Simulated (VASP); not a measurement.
The system is CdS (Hawleyite).

```
Cd S
1.0
     0.00000    2.91650    2.91650
     2.91650    0.00000    2.91650
     2.91650    2.91650    0.00000
Cd S
1 1
Direct
  0.00000 0.00000 0.00000
  0.75000 0.75000 0.75000
```

Base run:

| Property | Result |
| --- | --- |
| Program | VASP 6.6.1 |
| Functional | PBE |
| Potentials or basis | VASP PAW PBE potentials, release 64 (Cd, S) |
| Cutoff | 520 eV |
| k mesh | 8 × 8 × 8 |
| Occupations | gaussian, width 0.02 eV |
| Spin | no spin polarisation |

Its results: band gap on the k mesh 1.15 eV, direct; pressure 3.2 GPa.

Task: After a change of settings the same cell gave: band gap on the k mesh 1.11 eV, direct; pressure 3.9 GPa. Which change was it?
A. potentials or basis from VASP PAW PBE potentials, release 64 (Cd, S) to VASP PAW PBE potentials, release 64 (Cd_GW, S_GW); cutoff from 520 eV to 450 eV
B. functional from PBE to PBE0; k mesh from 8 × 8 × 8 to 6 × 6 × 6
C. k mesh from 8 × 8 × 8 to 3 × 3 × 3
D. functional from PBE to r2SCAN

Result: C.

Caveats: some runs use coarse meshes; an odd mesh through Γ misses points on the zone boundary, where band edges often lie (some runs).

Not every run made on this cell is shown here.
